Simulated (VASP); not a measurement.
All values below come from r2SCAN meta-GGA, VASP's PBE PAW potentials (set 64) (plane waves; VASP).

VASP ran on this input.

INCAR:
```
! general
SYSTEM  = Ge
PREC    = Accurate
ENCUT   = 500   ! plane-wave cut-off (eV)
LREAL   = .FALSE.   ! projection in real space or not
LASPH   = .TRUE.   ! aspherical one-centre terms

! electronic loop
EDIFF   = 1E-6
NELM    = 100
ALGO    = Normal   ! blocked Davidson
LMAXMIX = 4   ! l cut-off of mixed one-centre charges
LMIXTAU = .TRUE.

! smearing
ISMEAR  = 0   ! Gaussian
SIGMA   = 0.05   ! width (eV)

! functional
METAGGA = R2SCAN

! ions
IBRION  = 2
NSW     = 40   ! most ionic steps
ISIF    = 3   ! ions, shape and volume
EDIFFG  = -0.02   ! ionic stop

! output
LWAVE   = .FALSE.
LCHARG  = .FALSE.
```

POSCAR:
```
Ge
1.0
  0.0000000000   2.8380026612   2.8380026612
  2.8380026612   0.0000000000   2.8380026612
  2.8380026612   2.8380026612   0.0000000000
Ge
2
Cartesian
  5.6760053224   5.6760053224   5.6760053224
  1.4190013306   1.4190013306   1.4190013306
```

**KPOINTS**
```
Automatic mesh
0
Gamma
8 8 8
0 0 0
```

POTCAR, in this order: Ge_d (PBE.64 set). Program: vasp_std.

Output

### OUTCAR
```
 ion  position               nearest neighbor table
   1  0.000  0.000  0.000-   2 2.46   2 2.46   2 2.46   2 2.46
   2  0.250  0.250  0.250-   1 2.46   1 2.46   1 2.46   1 2.46
  LATTYP: Found a face centered cubic cell.
 ALAT       =     5.6760053224
 Subroutine PRICEL returns:
 Original cell was already a primitive cell.
 Subroutine GETGRP returns: Found 48 space group operations
The static configuration has the point symmetry T_d .
 The point group associated with its full space group is O_h .
The dynamic configuration has the point symmetry T_d .
 Subroutine INISYM returns: Found 48 space group operations
 Subroutine IBZKPT returns following result:
 Found     29 irreducible k-points:

 Following reciprocal coordinates:
            Coordinates               Weight
  0.000000  0.000000  0.000000      1.000000
  0.125000  0.000000  0.000000      8.000000
  0.250000  0.000000  0.000000      8.000000
  0.375000  0.000000  0.000000      8.000000
  0.500000  0.000000  0.000000      4.000000
  0.125000  0.125000  0.000000      6.000000
  0.250000  0.125000  0.000000     24.000000
  0.375000  0.125000  0.000000     24.000000
  0.500000  0.125000  0.000000     24.000000
 -0.375000  0.125000  0.000000     24.000000
 -0.250000  0.125000  0.000000     24.000000
 -0.125000  0.125000  0.000000     12.000000
  0.250000  0.250000  0.000000      6.000000
  0.375000  0.250000  0.000000     24.000000
  0.500000  0.250000  0.000000     24.000000
 -0.375000  0.250000  0.000000     24.000000
 -0.250000  0.250000  0.000000     12.000000
  0.375000  0.375000  0.000000      6.000000
  0.500000  0.375000  0.000000     24.000000
 -0.375000  0.375000  0.000000     12.000000
  0.500000  0.500000  0.000000      3.000000
  0.375000  0.250000  0.125000     24.000000
  0.500000  0.250000  0.125000     48.000000
 -0.375000  0.250000  0.125000     24.000000
  0.500000  0.375000  0.125000     24.000000
 -0.375000  0.375000  0.125000     48.000000
 -0.250000  0.375000  0.125000     24.000000
 -0.375000  0.500000  0.125000     12.000000
 -0.250000  0.500000  0.250000      6.000000
   k-points           NKPTS =     29   k-points in BZ     NKDIM =     29   number of bands    NBANDS=     18
   number of dos      NEDOS =    301   number of ions     NIONS =      2
   total plane-waves  NPLWV =  27000
   dimension x,y,z NGX =    30 NGY =   30 NGZ =   30
   dimension x,y,z NGXF=    60 NGYF=   60 NGZF=   60
   ions per type =               2
   PREC   = accura    normal or accurate (medium, high low for compatibility)
   ISTART =      0    job   : 0-new  1-cont  2-samecut
   ICHARG =      2    charge: 1-file 2-atom 10-const
   ISPIN  =      1    spin polarized calculation?
   LNONCOLLINEAR =      F non collinear calculations
   LSORBIT =      F    spin-orbit coupling
   INIWAV =      1    electr: 0-lowe 1-rand  2-diag
   ENCUT  =  500.0 eV  36.75 Ry    6.06 a.u.   7.32  7.32  7.32*2*pi/ulx,y,z
   NELM   =    100;   NELMIN=  2; NELMDL= -5     # of ELM steps
   EDIFF  = 0.1E-05   stopping-criterion for ELM
   LREAL  =      F    real-space projection
   NLSPLINE    = F    spline interpolate recip. space projectors
   LMAXMIX     =    4 max onsite mixed and CHGCAR
   VOSKOWN=      0    Vosko Wilk Nusair interpolation
   EDIFFG = -.2E-01   stopping-criterion for IOM
   NSW    =     40    number of steps for IOM
   NBLOCK =      1;   KBLOCK =     40    inner block; outer block
   IBRION =      2    ionic relax: 0-MD 1-quasi-New 2-CG
   NFREE  =      1    steps in history (QN), initial steepest desc. (CG)
   ISIF   =      3    stress and relaxation
   ISYM   =      2    0-nonsym 1-usesym 2-fastsym
   TEIN   =    0.0    initial temperature
   TEBEG  =    0.0;   TEEND  =   0.0 temperature during run
...
```

OSZICAR:
```
       N       E                     dE             d eps       ncg     rms          rms(c)
DAV:   1     0.143309684282E+03    0.14331E+03   -0.15617E+04  1054   0.426E+03
DAV:   2    -0.887895405110E+01   -0.15219E+03   -0.14927E+03  1044   0.536E+02
DAV:   3    -0.297761717788E+02   -0.20897E+02   -0.20731E+02  1130   0.151E+02
DAV:   4    -0.304191023063E+02   -0.64293E+00   -0.64105E+00  1202   0.308E+01
DAV:   5    -0.304302266858E+02   -0.11124E-01   -0.11122E-01  1198   0.419E+00    0.334E+00
DAV:   6    -0.277379308563E+02    0.26923E+01   -0.37673E-01  1248   0.119E+01    0.195E+00
DAV:   7    -0.279806100821E+02   -0.24268E+00   -0.37952E-01  1310   0.933E+00    0.342E-01
DAV:   8    -0.277406308133E+02    0.23998E+00   -0.13065E-01  1144   0.537E+00    0.124E-01
DAV:   9    -0.277332775524E+02    0.73533E-02   -0.68662E-03  1072   0.930E-01    0.108E-01
DAV:  10    -0.276690696335E+02    0.64208E-01   -0.35461E-02  1054   0.212E+00    0.652E-02
DAV:  11    -0.277347749609E+02   -0.65705E-01   -0.24967E-02  1044   0.986E-01    0.263E-02
DAV:  12    -0.277349038043E+02   -0.12884E-03   -0.26583E-04  1102   0.190E-01    0.180E-02
DAV:  13    -0.277350300370E+02   -0.12623E-03   -0.16753E-04  1308   0.172E-01    0.287E-03
DAV:  14    -0.277350233349E+02    0.67021E-05   -0.76541E-06  1000   0.271E-02    0.310E-03
DAV:  15    -0.277350346811E+02   -0.11346E-04   -0.19104E-06   848   0.156E-02    0.170E-03
DAV:  16    -0.277350373110E+02   -0.26299E-05   -0.62783E-07   792   0.862E-03    0.787E-04
DAV:  17    -0.277350404446E+02   -0.31337E-05   -0.35115E-07   704   0.700E-03    0.288E-04
DAV:  18    -0.277350400135E+02    0.43114E-06   -0.54520E-08   522   0.326E-03
   1 F= -.27735040E+02 E0= -.27735040E+02  d E =-.277350E+02
```

File OUTCAR:
```
------------------------ aborting loop because EDIFF is reached ----------------------------------------
  FORCE on cell =-STRESS in cart. coord.  units (eV):
  Direction    XX          YY          ZZ          XY          YZ          ZX
  --------------------------------------------------------------------------------------
  Total       -0.0354652     -0.0354652     -0.0354652     -0.0000000      0.0000000      0.0000000
  in kB       -1.2429244     -1.2429244     -1.2429244     -0.0000000      0.0000000      0.0000000
  external PRESSURE =      -1.2429244 kB  Pullay stress =       0.0000000 kB
  volume of cell :       45.72
      direct lattice vectors                 reciprocal lattice vectors
     0.000000000  2.838002661  2.838002661    -0.176180244  0.176180244  0.176180244
     2.838002661  0.000000000  2.838002661     0.176180244 -0.176180244  0.176180244
     2.838002661  2.838002661  0.000000000     0.176180244  0.176180244 -0.176180244
 POSITION                                       TOTAL-FORCE (eV/Angst)
 -----------------------------------------------------------------------------------
      0.00000      0.00000      0.00000        -0.000000     -0.000000     -0.000000
      1.41900      1.41900      1.41900         0.000000      0.000000      0.000000
 -----------------------------------------------------------------------------------
    total drift:                                0.000000      0.000000      0.000000
  FREE ENERGIE OF THE ION-ELECTRON SYSTEM (eV)
  ---------------------------------------------------
  free  energy   TOTEN  =       -27.7350400135 eV

  energy  without entropy=      -27.7350400018  energy(sigma->0) =      -27.73504001

 reached required accuracy - stopping structural energy minimisation
```
(Selected blocks of OUTCAR.)

The compound is Ge in the diamond structure. It was relaxed first.
